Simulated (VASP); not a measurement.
Input:

```
CELL_PARAMETERS angstrom
      2.83993     0.00000     0.00000
      0.00000     2.83993     0.00000
      0.00000     0.00000     2.83993
ATOMIC_POSITIONS crystal
  Al 0.50000 0.50000 0.50000
  Fe 0.00000 0.00000 0.00000
```

These are r2SCAN meta-GGA, VASP's PBE PAW potentials (set 64) (plane waves; VASP 6.6.1) values and carry that method's errors. Run with 400 eV cut-off, 12×12×12 Γ-centred mesh, first-order Methfessel-Paxton smearing of 0.10 eV, potentials Al Fe.

Problem. Estimate the energy per atom (σ→0), band gap (on the k-mesh) with the smallest direct gap where there is one.

Solution. 
* **band gap (on the k-mesh)**: none (metal, semimetal or under 0.01 eV)
* **energy per atom (σ→0)**: -10.643 eV/atom

Total energies compare only between runs with the same potentials, cut-off and functional.

The compound is FeAl in the CsCl type structure. It was relaxed first, which changed the volume by -7 %. The start is the result of an earlier pass. The run is not spin-polarised, so no magnetic state was tried. The electron count is odd and the run is not spin-polarised, which forces a metal.
